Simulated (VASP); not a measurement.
Crystal: PmS.

```
Pm S
1.0
     3.75513    0.00000    0.00000
    -1.87757    3.25204    0.00000
     0.00000    0.00000    3.66483
Pm S
1 1
Direct
  0.00000 0.00000 0.00000
  0.66667 0.33333 0.50000
```

The cell comes from a database or a generator and needn't be the stable form of this composition.

Base run:

```yaml
Program: VASP 6.6.1
Functional: r2SCAN
Potentials_or_basis: VASP PAW PBE potentials, release 64 (Pm, S)
Cutoff: 520 eV
k_mesh: 6 × 6 × 5
Occupations: gaussian, width 0.05 eV
Spin: collinear spin, ferromagnetic start
Starting_moments: "[4.0, 0.0] μB"
Hubbard_terms: Pm f U = 4 eV
```

Its results: band gap on the k mesh none (metal or under the smearing width); pressure 7.4 GPa.

The run is repeated on the same cell with these changes: spin from collinear spin, ferromagnetic start to no spin polarisation; hubbard terms from Pm f U = 4 eV to Pm f U = 7 eV. What comes out?

Band gap on the k mesh none (metal or under the smearing width); pressure 4.5 GPa.

Several settings changed at once, so the effect can't be laid on one alone.

Caveats: the PAW data sets were made with another functional, which shifts forces and pressure a little; the magnetic or orbital state may not be the lowest (some runs); spin-orbit coupling is left out, which moves the levels of the heavy elements (some runs); U without spin polarisation on a metal has little footing (some runs).

Not every run made on this cell is shown here.
